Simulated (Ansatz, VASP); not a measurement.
## Cross-check of OsPd between VASP and Ansatz

One calculation is typed for both programs; each brings its own data sets and cutoff. How far apart do they land? The cell is invented: As first built, before any earlier steps moved the atoms (in the runner's words): it takes the Pt structure with all of its atoms replaced by other elements, volume scaled by an estimate. It may not be a known or stable phase. The cell is taken from a series of VASP runs on this material, whose earlier steps may have relaxed, scaled or displaced it; both programs get it as it stands.

Method: plane waves, with VASP 6.6.1 beside it; band structure at r2SCAN and band structure at r2SCAN, spin-orbit coupling, in Ansatz 0.2.0.

## (1) Starting point

It takes space group P4/mmm (No. 123, tetragonal). The conventional cell has a = 2.677 Å, b = 2.677 Å, c = 4.008 Å, α = 90.00°, β = 90.00°, γ = 90.00°. Nearest to Os lie 4 Os at 2.68 Å and 8 Pd at 2.76 Å. Pd has 4 Pd at 2.68 Å and 8 Os at 2.76 Å nearest. As first built, before any earlier steps moved the atoms (in the runner's words): sites of the Pt structure (space group 225) filled with other elements, volume scaled by an estimate. Farther neighbours are not listed.

As a file:

```cif
data_structure
_symmetry_space_group_name_H-M 'P 1'
_symmetry_Int_Tables_number 1
_cell_length_a 2.6772
_cell_length_b 2.6772
_cell_length_c 4.0083
_cell_angle_alpha 90.000
_cell_angle_beta 90.000
_cell_angle_gamma 90.000
_cell_volume 28.73
loop_
_atom_site_label
_atom_site_type_symbol
_atom_site_fract_x
_atom_site_fract_y
_atom_site_fract_z
_atom_site_occupancy
Os1 Os 0.00000 0.00000 0.00000 1
Pd2 Pd 0.50000 0.50000 0.50000 1
```

## (2) Ansatz: band structure, r2SCAN

Ansatz runs on its default PAW (the set named soft_2) files.

With cell and atoms fixed, the geometry can't cause a difference; cores, projectors, grids and the points listed under the comparison can.

Input file input.yaml:

```yaml
crystal:
  lattice:
    - [2.6771965553, 0.0, 0.0]
    - [0.0, 2.6771965553, 0.0]
    - [0.0, 0.0, 4.0082722566]
  atoms:
    - { symbol: Os, position: [0.0, 0.0, 0.0] }
    - { symbol: Pd, position: [0.5, 0.5, 0.5] }
hamiltonian:
  xc: r2scan
  pseudopotentials: { kind: paw }
kpoints:
  mp_grid: { grid: [8, 8, 6] }
  band_path:
    path:
      - [0.0, 0.0, 0.0]
      - [0.0, 0.13333, 0.0]
      - [0.0, 0.3, 0.0]
      - [0.0, 0.46667, 0.0]
      - [0.1, 0.5, 0.0]
      - [0.26667, 0.5, 0.0]
      - [0.43333, 0.5, 0.0]
      - [0.43333, 0.43333, 0.0]
      - [0.26667, 0.26667, 0.0]
      - [0.1, 0.1, 0.0]
      - [0.0, 0.0, 0.03333]
      - [0.0, 0.0, 0.2]
      - [0.0, 0.0, 0.36667]
      - [0.0, 0.0, 0.5]
      - [0.0, 0.16667, 0.5]
      - [0.0, 0.3, 0.5]
      - [0.0, 0.46667, 0.5]
      - [0.1, 0.5, 0.5]
      - [0.26667, 0.5, 0.5]
      - [0.43333, 0.5, 0.5]
      - [0.43333, 0.43333, 0.5]
      - [0.26667, 0.26667, 0.5]
      - [0.1, 0.1, 0.5]
      - [0.0, 0.5, 0.03333]
      - [0.0, 0.5, 0.2]
      - [0.0, 0.5, 0.36667]
      - [0.5, 0.5, 0.0]
      - [0.5, 0.5, 0.16667]
      - [0.5, 0.5, 0.33333]
      - [0.5, 0.5, 0.5]
    npoints: 1
scf:
  occupations: { method: methfessel_paxton, width: 0.2 }
  n_extra_bands: 7
output:
  forces: true
  stress: true
  eigenvalues: true
```

The run is started by

```
$ ansatz run input.yaml --threads 2 --pin off --max-ram 4608MiB --backend cpu --events-out ev --progress --plain --runs-dir out
```

Numbers of over 12 decimals in the logs are rounded to 6 here.

Log:

```text
scf.n_extra_bands = 7 over 17 filled bands (N_el = 34.0): the run solves 24 bands
Engine: ansatz 0.2.0, aarch64-unknown-linux-gnu
Pseudopotentials: kind: paw
Pseudopotential: Os, paw, valence charge 16, recommended cutoff 500 eV (meta_gga), Os.paw.azcp
Pseudopotential: Pd, paw, valence charge 18, recommended cutoff 500 eV (meta_gga), Pd.paw.azcp
Functional definition: r2SCAN
  parameter k0 = 0.174
  parameter k1 = 0.065
  parameter a1 = 4.9479
  exchange = r2scan_x(k0 = k0, k1 = k1, a1 = a1)
  correlation = r2scan_c
Crystal: 2 atoms, lattice volume = 28.729 Å³
Basis set: ecut = 500 eV, 691 PW (Γ), exchange–correlation on 80×80×120 points (64 copies of the dense FFT grid, shifted against one another)
Bands: 24, of which v1, the nominal top of the filled ones, is band 17 counted from 1 (16 counted from 0)
Symmetry: 16 space group operations
Space group: P4/mmm (ITA 123), of the structure as read, at distance tolerance 3.1e-5 Å
k-points: 60 of 384
Non-local potential: Os, projectors of the file, l = 0: 3, l = 1: 2, l = 2: 2, l = 3: 1
Non-local potential: Pd, projectors of the file, l = 0: 2, l = 1: 2, l = 2: 2, l = 3: 1
PAW form: soft (Blöchl's): semilocal exchange-correlation on the pseudo side does not see the compensation charge
PAW frozen core: Os, regenerated for the run's functional (the file was generated under x = pbe(κ = 0.804, μ = 0.219515), c = pbe(β = 0.066725))
PAW frozen core: Pd, regenerated for the run's functional (the file was generated under x = pbe(κ = 0.804, μ = 0.219515), c = pbe(β = 0.066725))
PAW one-centre angular grid: Os, 590 points (default); XC on 160 Gauss nodes
PAW one-centre angular grid: Pd, 590 points (default); XC on 160 Gauss nodes
Initial density: superposition of atomic densities (neutral atoms: chi_scale 0, normalization atom), corrected by the library's trained network
Initial wavefunctions: pseudopotential atomic-orbital guess
Functional: x = r2scan, c = r2scan; τ floored in thin density (d = 2e-4 eV/Å³)
SCF iter   1: F=—  HF=-18382.514142 eV  |F-HF|=—  |Δ(HF+E_count)|=         —  Δρ=1.74e-2  dr2=7.48e-2  dr2_τ=2.71e-2  ethr=1.77e-3  ⟨swp⟩=5.0  Hψ=6177  notcnv=0  defer=2
preconditioner: auto → none  [metal: Δε(μ)=0.019 eV  Ē_g=12.409 eV  σ=0.200 eV  W_gap=0.08  n_scr=6 (ndim 8)  ℏωp=29.4 eV  f_vac=0.000  D(μ)=2.12/eV (n_scr^D=20)  sad-step TF]
SCF iter   2: F=—  HF=-18382.535927 eV  |F-HF|=—  |Δ(HF+E_count)|=   2.18e-2  S|Δr|=    0.00e0  Δρ=1.02e-2  dr2=1.23e-2  dr2_τ=3.50e-3  ethr=2.20e-4  ⟨swp⟩=1.1  Hψ=1923  notcnv=0  defer=3
SCF iter   3: F=—  HF=-18382.539253 eV  |F-HF|=—  |Δ(HF+E_count)|=   3.33e-3  S|Δr|=    0.00e0  Δρ=8.35e-3  dr2=3.61e-2  dr2_τ=3.12e-3  ethr=3.62e-5  ⟨swp⟩=2.6  Hψ=2179  notcnv=0  defer=3  recentre
SCF iter   4: F=—  HF=-18382.535613 eV  |F-HF|=—  |Δ(HF+E_count)|=   3.64e-3  S|Δr|=    0.00e0  Δρ=4.67e-3  dr2=2.43e-3  dr2_τ=2.59e-4  ethr=3.62e-5  ⟨swp⟩=2.2  Hψ=1676  notcnv=0  defer=3
SCF iter   5: F=—  HF=-18382.535603 eV  |F-HF|=—  |Δ(HF+E_count)|=   9.85e-6  S|Δr|=    0.00e0  Δρ=5.91e-4  dr2=4.28e-5  dr2_τ=5.87e-6  ethr=7.14e-6  ⟨swp⟩=2.6  Hψ=2262  notcnv=0  defer=3
SCF iter   6: F=—  HF=-18382.535653 eV  |F-HF|=—  |Δ(HF+E_count)|=   5.00e-5  S|Δr|=    0.00e0  Δρ=2.02e-4  dr2=5.48e-6  dr2_τ=9.13e-7  ethr=1.26e-7  ⟨swp⟩=2.5  Hψ=2289  notcnv=0  defer=3
SCF iter   7: F=—  HF=-18382.535660 eV  |F-HF|=—  |Δ(HF+E_count)|=   6.89e-6  S|Δr|=    0.00e0  Δρ=6.19e-5  dr2=8.68e-7  dr2_τ=7.19e-8  ethr=1.61e-8  ⟨swp⟩=2.3  Hψ=1972  notcnv=0  defer=3
SCF iter   8: F=—  HF=-18382.535660 eV  |F-HF|=—  |Δ(HF+E_count)|=   1.45e-7  S|Δr|=    0.00e0  Δρ=1.83e-5  dr2=1.37e-7  dr2_τ=8.48e-9  ethr=2.55e-9  ⟨swp⟩=2.1  Hψ=1668  notcnv=0  defer=3
SCF iter   9: F=-18382.535660 eV  HF=-18382.535660 eV  |F-HF|=4.73e-11  |Δ(HF+E_count)|=   2.12e-8  S|Δr|=    0.00e0  Δρ=4.32e-6  dr2=4.42e-9  dr2_τ=2.03e-10  ethr=2.94e-10  ⟨swp⟩=7.8  Hψ=5103  notcnv=0
SCF 1 converged in 9 iterations: F = -18382.535660 eV  dr2 = 4.42e-9
  greatest PAW one-centre occupation: 1.003 electrons in one spin orbital (limit 2), on the Pd atom at site 1 (counted from 0), in its partial waves of l = 0
NSCF: frozen V_eff on 30 k-points
SCF converged after 9 iterations
Stability not checked: this state was not tested for a lower state beside it, because cold or Methfessel-Paxton smearing, or corrected tetrahedra, fill the levels in a way that the test cannot read (fill_not_monotonic; see scf.lower_state_search)
Free energy (F): -18382.535660 eV
Harris-Foulkes:  -18382.535660 eV  (|F-HF|=4.73e-11)
Internal energy: -18382.530633 eV  (E = F + TS)
E sigma→0 (E₀):  -18382.534404 eV
Entropy (-TS):   -0.005027 eV (-2.514 meV/atom)
Fermi energy:    23.001368 eV
--- Per-component energies (eV) ---
  E_band       = -234.153925
  E_kinetic    = 1077.978764
  E_local      = -2545.240162  (includes V_loc(G=0)·N_el)
  E_nonlocal   = 214.872766
  E_hartree    = 1046.122070
  E_xc         = -413.160694
  E_vxc        = -546.844314  (∫ρ·V_xc dr)
  E_paw        = -12810.081496  (= ΣΔE_a)
  E_vpaw       = -562.792509  (= ΣTr[D̂ρ^β])
  E_aug_tail   = -0.000016  (compensation charges beyond the density's cutoff)
  E_vtau       = 35.629830  (kinetic-family band-sum trace: ∫τ·v_τ [+ j·A + Jᵃ·Aᵃ] dr)
  E_ewald      = -4952.184766
  E_core_change = -0.837099  (= ΣΔE_core)
  E_smearing   = -0.005027  (= −TS)
  E_closure    = 0.000000  (closes the sum)
  Σ components = -18382.535660   (vs F -18382.535660, Δ=0.00e0)
--- Forces (eV/Å), atoms counted from 1 ---
  atom   1  Os    -0.00000000     0.00000000     0.00000000
  atom   2  Pd     0.00000000     0.00000000     0.00000000
  max |Σ_I F_I| component: 2.17e-30 eV/Å
--- Stress (GPa, compression-positive) ---
       -0.702082       0.000000       0.000000
        0.000000      -0.702082       0.000000
        0.000000       0.000000      -0.416359
  P = ⅓ Tr σ = -0.6068 GPa (-6.068 kbar)
--- Band table (eV; the first three rows and the last of 60) ---
  k-point 0: bands = [... 13 lower, 19.5430, 21.2179, 21.3957, 24.4698, 24.4698, 24.6882, 24.7196, 33.8376, ... 3 higher]
  k-point 1: bands = [... 13 lower, 19.7077, 20.9053, 21.4242, 23.4652, 24.0628, 24.0628, 24.6733, 35.4682, ... 3 higher]
  k-point 2: bands = [... 13 lower, 20.1282, 20.1293, 21.4679, 21.4836, 23.2114, 23.2114, 24.5789, 38.4507, ... 3 higher]
  k-point 59: bands = [... 13 lower, 19.0362, 20.3789, 22.3855, 22.6785, 26.6043, 31.6761, 31.6761, 32.9799, ... 3 higher]
```

The job ended after 3.1 s (2 threads of Arm Neoverse V2, shared host; peak memory 0.38 GiB; 6 s of CPU time).

## (3) VASP: band structure, r2SCAN

The same cell, functional, mesh and smearing now go to VASP, with its own data sets and cutoff.

Lines of VASP's logs that name or quote its potential files are left out, and so is its time.

Input file INCAR:

```
SYSTEM = OsPd
PREC = Accurate
ENCUT = 400
EDIFF = 1E-06
NELM = 100
ISMEAR = 1
SIGMA = 0.2
LREAL = .FALSE.
ALGO = Normal
METAGGA = R2SCAN
LASPH = .TRUE.
NBANDS = 21
LORBIT = 11
LWAVE = .FALSE.
LCHARG = .FALSE.
```

Input file POSCAR:

```
OsPd
1.0
    2.6771965553      0.0000000000      0.0000000000
    0.0000000000      2.6771965553      0.0000000000
    0.0000000000      0.0000000000      4.0082722566
Os Pd
1 1
Direct
    0.0000000000      0.0000000000      0.0000000000
    0.5000000000      0.5000000000      0.5000000000
```

Input file KPOINTS:

```
Automatic mesh
0
Gamma
8 8 6
0 0 0
```

Input file KPOINTS_OPT:

```
Line mode
16
Line-mode
Reciprocal
  0.00000000   0.00000000   0.00000000 GAMMA
  0.00000000   0.50000000   0.00000000 X

  0.00000000   0.50000000   0.00000000 X
  0.50000000   0.50000000   0.00000000 M

  0.50000000   0.50000000   0.00000000 M
  0.00000000   0.00000000   0.00000000 GAMMA

  0.00000000   0.00000000   0.00000000 GAMMA
  0.00000000   0.00000000   0.50000000 Z

  0.00000000   0.00000000   0.50000000 Z
  0.00000000   0.50000000   0.50000000 R

  0.00000000   0.50000000   0.50000000 R
  0.50000000   0.50000000   0.50000000 A

  0.50000000   0.50000000   0.50000000 A
  0.00000000   0.00000000   0.50000000 Z

  0.00000000   0.50000000   0.00000000 X
  0.00000000   0.50000000   0.50000000 R

  0.50000000   0.50000000   0.00000000 M
  0.50000000   0.50000000   0.50000000 A
```

The projector-augmented-wave data sets are Os and Pd (PBE family, release 64).

The run is started by

```
$ mpirun -np 1 vasp_std
```

Log:

```text
[banner, memory and clock lines left out]
running    1 mpi-ranks, on    1 nodes
 distrk:  each k-point on    1 cores,    1 groups
 distr:  one band on    1 cores,    1 groups

 POSCAR found type information on POSCAR OsPd
 POSCAR found :  2 types and       2 ions
|                                                                             |
|               ----> ADVICE to this user running VASP <----                  |
|                                                                             |
|     You enforced a specific xc type in the INCAR file but a different       |
|     [... a line on the potential file left out ...]
|     I HOPE YOU KNOW WHAT YOU ARE DOING!                                     |
|                                                                             |

 LDA part: xc-table for (None), standard interpolation
 POSCAR, INCAR and KPOINTS ok, starting setup
 FFT: planning ... GRIDC
 FFT: planning ... GRID_SOFT
 FFT: planning ... GRID
 WAVECAR not read
 entering main loop
       N       E                     dE             d eps       ncg     rms          rms(c)
DAV:   1     0.289965311534E+02    0.28997E+02   -0.75159E+03  2720   0.687E+02
DAV:   2    -0.768764572779E+02   -0.10587E+03   -0.95776E+02  2840   0.217E+02
DAV:   3    -0.797184794540E+02   -0.28420E+01   -0.28166E+01  3019   0.341E+01
DAV:   4    -0.797409864642E+02   -0.22507E-01   -0.22464E-01  3504   0.311E+00
DAV:   5    -0.797413401852E+02   -0.35372E-03   -0.35352E-03  2890   0.390E-01    0.177E+01
DAV:   6    -0.751793402420E+02    0.45620E+01   -0.20218E+00  3172   0.129E+01    0.714E+00
DAV:   7    -0.752892569005E+02   -0.10992E+00   -0.34296E-01  3447   0.718E+00    0.386E+00
DAV:   8    -0.751333015255E+02    0.15596E+00   -0.25941E-01  2909   0.643E+00    0.271E+00
DAV:   9    -0.751355433644E+02   -0.22418E-02   -0.16128E-02  2990   0.134E+00    0.234E-01
DAV:  10    -0.751350932587E+02    0.45011E-03   -0.22441E-03  3045   0.495E-01    0.106E-01
DAV:  11    -0.751351292464E+02   -0.35988E-04   -0.36410E-04  2857   0.152E-01    0.380E-02
DAV:  12    -0.751351236440E+02    0.56025E-05   -0.22083E-05  3118   0.496E-02    0.239E-02
DAV:  13    -0.751351272502E+02   -0.36063E-05   -0.82576E-06  2853   0.241E-02    0.318E-03
DAV:  14    -0.751351273205E+02   -0.70209E-07   -0.26296E-07  1530   0.427E-03
   1 F= -.75135127E+02 E0= -.75133395E+02  d E =-.519838E-02
 Start KPOINTS_OPT (optional k-point list driver)
k-point batch [1-60\144]
       N       E                     dE             ncg
DAV:   1     0.134700843920E+05   -0.11413E+05     2608
DAV:   2     0.672923044923E+04   -0.67409E+04     2860
DAV:   3     0.654063550938E+04   -0.18859E+03     3014
DAV:   4     0.653920477237E+04   -0.14307E+01     3457
DAV:   5     0.653918169606E+04   -0.23076E-01     2753
DAV:   6     0.653918115191E+04   -0.54414E-03     3241
DAV:   7     0.653918113706E+04   -0.14855E-04     2744
DAV:   8     0.653918113665E+04   -0.41247E-06     2051
[...]
k-point batch [121-144\144]
       N       E                     dE             ncg
DAV:   1     0.283468760181E+05   -0.13261E+05     1032
DAV:   2     0.257155204128E+05   -0.26314E+04     1113
DAV:   3     0.256397024410E+05   -0.75818E+02     1213
DAV:   4     0.256391149194E+05   -0.58752E+00     1263
DAV:   5     0.256391041911E+05   -0.10728E-01     1091
DAV:   6     0.256391039267E+05   -0.26436E-03     1341
DAV:   7     0.256391039207E+05   -0.60063E-05     1071
DAV:   8     0.256391039205E+05   -0.17433E-06      810
```

Parts of OUTCAR (step 3):

```text
ion  position               nearest neighbor table
   1  0.000  0.000  0.000-   2 2.76   2 2.76   2 2.76   2 2.76   2 2.76   2 2.76   2 2.76   2 2.76

  LATTYP: Found a simple tetragonal cell.
 ALAT       =     2.6771965553
 C/A-ratio  =     1.4971901292

 Subroutine GETGRP returns: Found 16 space group operations
 (whereof 16 operations were pure point group operations)

The static configuration has the point symmetry D_4h.

 Found     60 irreducible k-points:

   k-points           NKPTS =     60   k-points in BZ     NKDIM =     60   number of bands    NBANDS=     21

   dimension x,y,z NGX =    18 NGY =   18 NGZ =   28
   dimension x,y,z NGXF=    36 NGYF=   36 NGZF=   56

   ENCUT  =  400.0 eV  29.40 Ry    5.42 a.u.   4.37  4.37  6.54*2*pi/ulx,y,z

   NELECT =      18.0000    total number of electrons

 k-points in reciprocal lattice and weights: Automatic mesh
   0.00000000  0.00000000  0.00000000       0.003
   0.12500000  0.00000000  0.00000000       0.010
   0.25000000  0.00000000  0.00000000       0.010
   0.37500000  0.00000000  0.00000000       0.010
   0.50000000  0.00000000  0.00000000       0.005
   0.12500000  0.12500000  0.00000000       0.010
   0.25000000  0.12500000  0.00000000       0.021
   0.37500000  0.12500000  0.00000000       0.021
   0.50000000  0.12500000  0.00000000       0.010
[...]
0.50000000  0.37500000  0.50000000       0.010
   0.50000000  0.50000000  0.50000000       0.003

 average (electrostatic) potential at core
       1 -48.1922       2 -76.3344

 E-fermi :   9.7903

 k-point     1 :       0.0000    0.0000    0.0000
  band No.  band energies     occupation
    ...
      4       5.8498      2.00000
      5       6.3465      2.00000
      6       6.3465      2.00000
      7       8.0149      2.00000
      8       8.2094      2.00000
      9      11.2439     -0.00000
     10      11.2439     -0.00000
     11      11.4857     -0.00000
     12      11.5014     -0.00000
     13      20.6299      0.00000
    ...

 k-point     2 :       0.1250    0.0000    0.0000
  band No.  band energies     occupation
    ...
      5       6.0987      2.00000
      6       6.4800      2.00000
      7       7.9933      2.00000
      8       8.1100      2.00000
      9       9.0034      2.00000
     10      10.9442     -0.00000
     11      11.1178     -0.00000
     12      14.0930      0.00000
     13      20.0819      0.00000
     14      22.2121      0.00000
    ...

 k-point     3 :       0.2500    0.0000    0.0000
  band No.  band energies     occupation
    ...
      6       6.8428      2.00000
      7       7.1252      2.00000
      8       7.5082      2.00000
      9       8.7750      2.00000
     10       9.8432      0.56898
     11      10.7703     -0.00000
     12      17.0509      0.00000
     13      18.0592      0.00000
     14      20.9351      0.00000
     15      26.8586      0.00000
    ...

  Total        0.0160008      0.0160008      0.0127458      0.0000000      0.0000000     -0.0000000
  in kB        0.8923469      0.8923469      0.7108201      0.0000000      0.0000000     -0.0000000
  external PRESSURE =       0.8318380 kB  Pullay stress =       0.0000000 kB

  energy-cutoff  :      400.00
  volume of cell :       28.73
      direct lattice vectors                 reciprocal lattice vectors
     2.677196555  0.000000000  0.000000000     0.373525059  0.000000000  0.000000000
     0.000000000  2.677196555  0.000000000     0.000000000  0.373525059  0.000000000
     0.000000000  0.000000000  4.008272257     0.000000000  0.000000000  0.249484051

 POSITION                                       TOTAL-FORCE (eV/Angst)
 -----------------------------------------------------------------------------------
      0.00000      0.00000      0.00000         0.000000      0.000000      0.000000
      1.33860      1.33860      2.00414         0.000000      0.000000      0.000000
 -----------------------------------------------------------------------------------
    total drift:                                0.000000     -0.000000     -0.000000

  FREE ENERGIE OF THE ION-ELECTRON SYSTEM (eV)
  ---------------------------------------------------
  free  energy   TOTEN  =       -75.1351273205 eV

  energy  without entropy=      -75.1299289400  energy(sigma->0) =      -75.13339453

 total charge
# of ion       s       p       d       tot
------------------------------------------
    1        0.629   0.584   5.985   7.197
    2        0.563   0.677   8.482   9.722
--------------------------------------------------
tot          1.192   1.261  14.467  16.920

[... 3 further parts left out ...]
```

The run ends at a pressure of 0.08 GPa.

## (4) Comparison

Known differences besides the potentials themselves: VASP keeps PBE cores, Ansatz makes them for the functional; the data sets hold 34 valence electrons in Ansatz (default PAW (the set named soft_2) files) and 18 in VASP; the cutoff is 500 eV in Ansatz and 400 eV in VASP. Total energies have different zeros and are not compared.

The two programs side by side:

| quantity | Ansatz | VASP | difference |
| --- | --- | --- | --- |
| pressure (GPa) | -0.61 | 0.08 | -0.69 |
| pressure without Ansatz's Pulay correction (GPa) | -0.80 | 0.08 | -0.88 |

Levels from 3 eV below to 2 eV above the Fermi level differ by 16 meV r.m.s. and 33 meV at most; each VASP level is matched to the nearest of Ansatz, which flatters the figure a little. Ansatz's pressure holds a Pulay correction of 0.19 GPa; VASP's holds none.

[end of part 1 of 2]

[Lines on the potential files, build, host, timing and source positions are cut from VASP's logs without a mark.]

[Logs are printed without paths, hosts, clocks, repeated set-up lines and the standing remarks that a program may print on its own settings, such as how far it seeks lower states.]

[Hosts, paths, dates, database ids (printed as entryN), source tags and the programs' standing remarks are cut or masked in the printed files.]
